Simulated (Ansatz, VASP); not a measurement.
# AlNi: VASP beside Ansatz

One calculation is typed for both programs; each brings its own data sets. How far apart do they land? The cell is taken from a series of runs on this material, whose earlier steps may have relaxed, scaled, displaced or heated it; both programs get it as it stands.

Main program and level: Ansatz 0.2.0; plane waves, with VASP 6.6.1 beside it; single point at LDA.

**1. The structure**

Symmetry: Pm-3m, No. 221, cubic system. Conventional cell: a = 2.881 Å, b = 2.881 Å, c = 2.881 Å, α = 90.00°, β = 90.00°, γ = 90.00°. Nearest to Al lie 8 Ni at 2.50 Å. Nearest to Ni lie 8 Al at 2.50 Å. Farther neighbours are not listed.

**2. Ansatz: single point, LDA**

Ansatz runs on its default PAW (the set named soft_2) files.

With cell and atoms fixed, the geometry can't cause a difference; cores, projectors, grids and the points listed under the comparison can.

The input, input.yaml:

```yaml
crystal:
  lattice:
    - [2.881, 0.0, 0.0]
    - [0.0, 2.881, 0.0]
    - [0.0, 0.0, 2.881]
  atoms:
    - { symbol: Al, position: [0.0, 0.0, 0.0] }
    - { symbol: Ni, position: [0.5, 0.5, 0.5] }
kpoints:
  mp_grid: { grid: [6, 6, 6] }
hamiltonian:
  xc: lda
scf:
  occupations: { method: gaussian, width: 0.1 }
  lower_state_search: "off"
output:
  forces: true
  stress: true
  eigenvalues: true
```

Run with:

```sh
> ansatz run input.yaml --threads 8 --pin off --max-ram 16384MiB --backend cpu --events-out ev --progress --plain --runs-dir out
```

Numbers of over 12 decimals in the logs are rounded to 6 here.

The log of the run:

```text
Engine: ansatz 0.2.0, aarch64-unknown-linux-gnu
Pseudopotentials: kind: paw
Pseudopotential: Al, paw, valence charge 3, recommended cutoff 420 eV (normal), Al.paw.azcp
Pseudopotential: Ni, paw, valence charge 18, recommended cutoff 420 eV (normal), Ni.paw.azcp
Functional definition: SPW92
  exchange = slater_x
  correlation = pw_c
Crystal: 2 atoms, lattice volume = 23.913 Å³
Basis set: ecut = 420 eV, 461 PW (Γ)
Bands: 15, of which v1, the nominal top of the filled ones, is band 11 counted from 1 (10 counted from 0)
Symmetry: 48 space group operations
Space group: Pm-3m (ITA 221), of the structure as read, at distance tolerance 2.9e-5 Å
k-points: 20 of 216
Non-local potential: Al, projectors of the file, l = 0: 2, l = 1: 2, l = 2: 1
Non-local potential: Ni, projectors of the file, l = 0: 3, l = 1: 2, l = 2: 3, l = 3: 1
PAW form: soft (Blöchl's): semilocal exchange-correlation on the pseudo side does not see the compensation charge
PAW frozen core: Al, regenerated for the run's functional, and the local potential with it (the file was generated under x = pbe(κ = 0.804, μ = 0.219515), c = pbe(β = 0.066725))
PAW frozen core: Ni, regenerated for the run's functional, and the local potential with it (the file was generated under x = pbe(κ = 0.804, μ = 0.219515), c = pbe(β = 0.066725))
PAW one-centre angular grid: Al, 110 points (default); XC on 64 Gauss nodes
PAW one-centre angular grid: Ni, 590 points (default); XC on 64 Gauss nodes
Initial density: superposition of atomic densities (neutral atoms: chi_scale 0, normalization atom), corrected by the library's trained network
Initial wavefunctions: pseudopotential atomic-orbital guess
Functional: x = slater, c = lda
SCF iter   1: F=—  HF=-6287.609452 eV  |F-HF|=—  |Δ(HF+E_count)|=         —  Δρ=1.58e-2  dr2=2.69e-2  ethr=1.77e-3  ⟨swp⟩=4.8  Hψ=1385  notcnv=0
preconditioner: auto → none  [insulator: Δε(μ)=0.301 eV  Ē_g=9.658 eV  σ=0.100 eV  W_gap=0.59  n_scr=6 (ndim 8)  ℏωp=27.4 eV  f_vac=0.000  D(μ)=1.48/eV (n_scr^D=18)  ε∞_Penn≈9.0]
SCF iter   2: F=—  HF=-6287.604947 eV  |F-HF|=—  |Δ(HF+E_count)|=   4.50e-3  Δρ=2.43e-3  dr2=6.29e-4  ethr=1.28e-4  ⟨swp⟩=2.9  Hψ=650  notcnv=0  defer=5
SCF iter   3: F=—  HF=-6287.604884 eV  |F-HF|=—  |Δ(HF+E_count)|=   6.33e-5  Δρ=9.48e-4  dr2=8.86e-5  ethr=2.99e-6  ⟨swp⟩=1.1  Hψ=296  notcnv=0  defer=5
SCF iter   4: F=—  HF=-6287.604897 eV  |F-HF|=—  |Δ(HF+E_count)|=   1.29e-5  Δρ=4.62e-5  dr2=4.03e-7  ethr=4.22e-7  ⟨swp⟩=1.9  Hψ=388  notcnv=0  defer=5
iter 5 did not close the SCF: its close was put off for the readings that it lacked (scf_convergence_deferred on its scf_iter line)
SCF iter   5: F=-6287.604897 eV  HF=-6287.604897 eV  |F-HF|=1.09e-8  |Δ(HF+E_count)|=   8.18e-8  Δρ=6.66e-6  dr2=5.01e-9  ethr=1.92e-9  ⟨swp⟩=2.4  Hψ=497  notcnv=0  defer=5
SCF iter   6: F=-6287.604897 eV  HF=-6287.604897 eV  |F-HF|=0.00e0  |Δ(HF+E_count)|=   1.86e-9  Δρ=3.67e-7  dr2=1.49e-11  ethr=2.38e-11  ⟨swp⟩=3.1  Hψ=1020  notcnv=0
SCF 1 converged in 6 iterations: F = -6287.604897 eV  dr2 = 1.49e-11
  greatest PAW one-centre occupation: 1.002 electrons in one spin orbital (limit 2), on the Ni atom at site 1 (counted from 0), in its partial waves of l = 1
SCF converged after 6 iterations
Free energy (F): -6287.604897 eV
Harris-Foulkes:  -6287.604897 eV  (|F-HF|=0.00e0)
Internal energy: -6287.597459 eV  (E = F + TS)
E sigma→0 (E₀):  -6287.601178 eV
Entropy (-TS):   -0.007438 eV (-3.719 meV/atom)
Fermi energy:    13.683980 eV
--- Per-component energies (eV) ---
  E_band       = -339.731816
  E_kinetic    = 311.865033
  E_local      = -4450.482773  (includes V_loc(G=0)·N_el)
  E_nonlocal   = 651.328817
  E_hartree    = 1911.999177
  E_xc         = -125.653310
  E_vxc        = -141.054570  (∫ρ·V_xc dr)
  E_paw        = -2009.530281  (= ΣΔE_a)
  E_vpaw       = -535.386855  (= ΣTr[D̂ρ^β])
  E_aug_tail   = 0.000417  (compensation charges beyond the density's cutoff)
  E_ewald      = -2577.614375
  E_core_change = 0.489837  (= ΣΔE_core)
  E_smearing   = -0.007438  (= −TS)
  E_closure    = -0.000000  (closes the sum)
  Σ components = -6287.604897   (vs F -6287.604897, Δ=0.00e0)
--- Forces (eV/Å), atoms counted from 1 ---
  atom   1  Al    -0.00000000     0.00000000     0.00000000
  atom   2  Ni     0.00000000     0.00000000     0.00000000
  max |Σ_I F_I| component: 2.94e-29 eV/Å
--- Stress (GPa, compression-positive) ---
       -8.226552       0.000000       0.000000
        0.000000      -8.226552       0.000000
        0.000000       0.000000      -8.226552
  P = ⅓ Tr σ = -8.2266 GPa (-82.266 kbar)
--- Band table (eV; the first three rows and the last of 20) ---
  k-point 0: bands = [... 7 lower, 12.0727, 12.0727, 12.0727, 19.0971, 19.0971, 19.0971, 21.8228, 21.8228]
  k-point 1: bands = [... 7 lower, 11.8731, 11.8731, 12.0952, 16.0349, 19.7478, 19.7478, 21.8493, 24.2346]
  k-point 2: bands = [... 7 lower, 11.5222, 11.5222, 12.1404, 13.4698, 21.4651, 21.4651, 21.9150, 26.1019]
  k-point 19: bands = [... 7 lower, 12.6314, 12.6314, 15.6377, 15.6377, 15.6377, 17.2303, 18.1413, 18.1413]
```

The run ends at a pressure of -8.23 GPa.

**3. VASP: single point, LDA**

The same cell, functional (in two slightly different forms), mesh and smearing now go to VASP, with its own data sets.

Lines of VASP's logs that name or quote its potential files are left out, and so is its time.

The input, INCAR:

```
SYSTEM = AlNi
PREC = Accurate
ENCUT = 600
EDIFF = 1E-06
NELM = 120
ISMEAR = 0
SIGMA = 0.1
LREAL = .FALSE.
ALGO = Normal
GGA = CA
NBANDS = 12
LASPH = .TRUE.
LORBIT = 11
LWAVE = .FALSE.
LCHARG = .FALSE.
ISIF = 2
GGA_COMPAT = .FALSE.
```

The input, POSCAR:

```
AlNi
1.0
    2.8810000000      0.0000000000      0.0000000000
    0.0000000000      2.8810000000      0.0000000000
    0.0000000000      0.0000000000      2.8810000000
Al Ni
1 1
Direct
    0.0000000000      0.0000000000      0.0000000000
    0.5000000000      0.5000000000      0.5000000000
```

The input, KPOINTS:

```
Automatic mesh
0
Gamma
6 6 6
0 0 0
```

Potentials, in the order of the species: Al and Ni (LDA family, release 64).

Run with:

```sh
> mpirun -np 1 vasp_std
```

The log of the run:

```text
[banner, memory and clock lines left out]
running    1 mpi-ranks, on    1 nodes
 distrk:  each k-point on    1 cores,    1 groups
 distr:  one band on    1 cores,    1 groups

 POSCAR found type information on POSCAR AlNi
 POSCAR found :  2 types and       2 ions
 LDA part: xc-table for (Slater(with rela. corr.)+CA(PZ))
 , standard interpolation
 POSCAR, INCAR and KPOINTS ok, starting setup
 FFT: planning ... GRIDC
 FFT: planning ... GRID_SOFT
 FFT: planning ... GRID
 WAVECAR not read
 entering main loop
       N       E                     dE             d eps       ncg     rms          rms(c)
DAV:   1     0.444344244038E+02    0.44434E+02   -0.63625E+03   480   0.129E+03
DAV:   2    -0.118497931466E+02   -0.56284E+02   -0.52232E+02   500   0.208E+02
DAV:   3    -0.135309178405E+02   -0.16811E+01   -0.16643E+01   564   0.431E+01
DAV:   4    -0.135532038345E+02   -0.22286E-01   -0.22276E-01   540   0.448E+00
DAV:   5    -0.135537982457E+02   -0.59441E-03   -0.59439E-03   584   0.805E-01    0.118E+01
DAV:   6    -0.153317513469E+02   -0.17780E+01   -0.46605E+01   524   0.109E+02    0.153E+01
DAV:   7    -0.121687015052E+02    0.31630E+01   -0.14071E+01   524   0.659E+01    0.101E+00
DAV:   8    -0.121545577734E+02    0.14144E-01   -0.30726E-01   588   0.631E+00    0.964E-01
DAV:   9    -0.121398170934E+02    0.14741E-01   -0.40766E-02   588   0.292E+00    0.165E-01
DAV:  10    -0.121394931117E+02    0.32398E-03   -0.70610E-04   540   0.297E-01    0.856E-02
DAV:  11    -0.121394846640E+02    0.84477E-05   -0.55061E-05   644   0.113E-01    0.200E-02
DAV:  12    -0.121394845097E+02    0.15430E-06   -0.81740E-07   340   0.114E-02
   1 F= -.12139485E+02 E0= -.12135784E+02  d E =-.740155E-02
```

OUTCAR, selected parts (step 3):

```text
ion  position               nearest neighbor table
   1  0.000  0.000  0.000-   2 2.50   2 2.50   2 2.50   2 2.50   2 2.50   2 2.50   2 2.50   2 2.50

  LATTYP: Found a simple cubic cell.
 ALAT       =     2.8810000000

 Subroutine GETGRP returns: Found 48 space group operations
 (whereof 48 operations were pure point group operations)

The static configuration has the point symmetry O_h .

 Found     20 irreducible k-points:

   k-points           NKPTS =     20   k-points in BZ     NKDIM =     20   number of bands    NBANDS=     12

   dimension x,y,z NGX =    24 NGY =   24 NGZ =   24
   dimension x,y,z NGXF=    48 NGYF=   48 NGZF=   48

   ENCUT  =  600.0 eV  44.10 Ry    6.64 a.u.   5.75  5.75  5.75*2*pi/ulx,y,z

   NELECT =      13.0000    total number of electrons

 k-points in reciprocal lattice and weights: Automatic mesh
   0.00000000  0.00000000  0.00000000       0.005
   0.16666667  0.00000000  0.00000000       0.028
   0.33333333  0.00000000  0.00000000       0.028
   0.50000000  0.00000000  0.00000000       0.014
   0.16666667  0.16666667  0.00000000       0.056
   0.33333333  0.16666667  0.00000000       0.111
   0.50000000  0.16666667  0.00000000       0.056
   0.33333333  0.33333333  0.00000000       0.056
   0.50000000  0.33333333  0.00000000       0.056
[...]
0.50000000  0.50000000  0.33333333       0.028
   0.50000000  0.50000000  0.50000000       0.005

 average (electrostatic) potential at core
       1 -68.3965       2 -81.5503

 E-fermi :   9.7841

 k-point     1 :       0.0000    0.0000    0.0000
  band No.  band energies     occupation
    ...
      2       6.4864      2.00000
      3       6.4864      2.00000
      4       8.1625      2.00000
      5       8.1625      2.00000
      6       8.1625      2.00000
      7      15.2195      0.00000
      8      15.2195      0.00000
      9      15.2195      0.00000
     10      17.9704      0.00000
     11      17.9704      0.00000
    ...

 k-point     2 :       0.1667    0.0000    0.0000
  band No.  band energies     occupation
    ...
      2       6.4082      2.00000
      3       6.5971      2.00000
      4       7.9647      2.00000
      5       7.9647      2.00000
      6       8.1846      2.00000
      7      12.1524      0.00000
      8      15.8711      0.00000
      9      15.8711      0.00000
     10      18.0010      0.00000
     11      20.3990      0.00000
    ...

 k-point     3 :       0.3333    0.0000    0.0000
  band No.  band energies     occupation
    ...
      3       6.8292      2.00000
      4       7.6166      2.00000
      5       7.6166      2.00000
      6       8.2291      2.00000
      7       9.5703      1.99751
      8      17.5960      0.00000
      9      17.5960      0.00000
     10      18.0772      0.00000
     11      22.2650      0.00000
     12      23.3859      0.00000

  Total       -1.1717519     -1.1717519     -1.1717519      0.0000000      0.0000000     -0.0000000
  in kB      -78.5084610    -78.5084610    -78.5084610      0.0000000      0.0000000     -0.0000000
  external PRESSURE =     -78.5084610 kB  Pullay stress =       0.0000000 kB

  energy-cutoff  :      600.00
  volume of cell :       23.91
      direct lattice vectors                 reciprocal lattice vectors
     2.881000000  0.000000000  0.000000000     0.347101701  0.000000000  0.000000000
     0.000000000  2.881000000  0.000000000     0.000000000  0.347101701  0.000000000
     0.000000000  0.000000000  2.881000000     0.000000000  0.000000000  0.347101701

 POSITION                                       TOTAL-FORCE (eV/Angst)
 -----------------------------------------------------------------------------------
      0.00000      0.00000      0.00000         0.000000      0.000000      0.000000
      1.44050      1.44050      1.44050         0.000000      0.000000      0.000000
 -----------------------------------------------------------------------------------
    total drift:                                0.000000      0.000000     -0.000000

  FREE ENERGIE OF THE ION-ELECTRON SYSTEM (eV)
  ---------------------------------------------------
  free  energy   TOTEN  =       -12.1394845097 eV

  energy  without entropy=      -12.1320829561  energy(sigma->0) =      -12.13578373

 total charge
# of ion       s       p       d       tot
------------------------------------------
    1        0.390   0.418   0.000   0.808
    2        0.482   0.517   8.490   9.489
--------------------------------------------------
tot          0.872   0.935   8.490  10.297

[... 3 further parts left out ...]
```

This run has no spin polarisation, so a moment on Ni, if there is one, isn't seen. Its electron count is odd, so without a moment it is a metal by construction.

**4. Comparison**

Known differences besides the potentials themselves: the two LDA forms differ slightly; the data sets hold 21 valence electrons in Ansatz (on its default PAW (the set named soft_2) files) and 13 in VASP; the cutoff is 420 eV in Ansatz and 600 eV in VASP; VASP's log shows a relativistic correction to its local exchange, Ansatz's none. Total energies have different zeros and are not compared.

The two programs side by side:

| quantity | Ansatz | VASP | difference |
| --- | --- | --- | --- |
| pressure (GPa) | -8.23 | -7.85 | -0.38 |

**5. Results**

```yaml
difference_in_pressure_single_point_lda: -0.38 GPa
```

In words: The difference in pressure is -0.38 GPa (single point, LDA), within the 1 GPa picked in this series as the mark of a large difference. The data sets hold unlike numbers of valence electrons (21 in Ansatz and 13 in VASP), so part of the differences comes from the potentials. How closely two codes agree says nothing of how well the functional describes the real material.

[Lines on the potential files, build, host, timing and source positions are cut from VASP's logs without a mark.]

[Logs are printed without paths, hosts, clocks, repeated set-up lines and the standing remarks that a program may print on its own settings, such as how far it seeks lower states.]

[Hosts, paths, dates, database ids (printed as entryN), source tags and the programs' standing remarks are cut or masked in the printed files.]
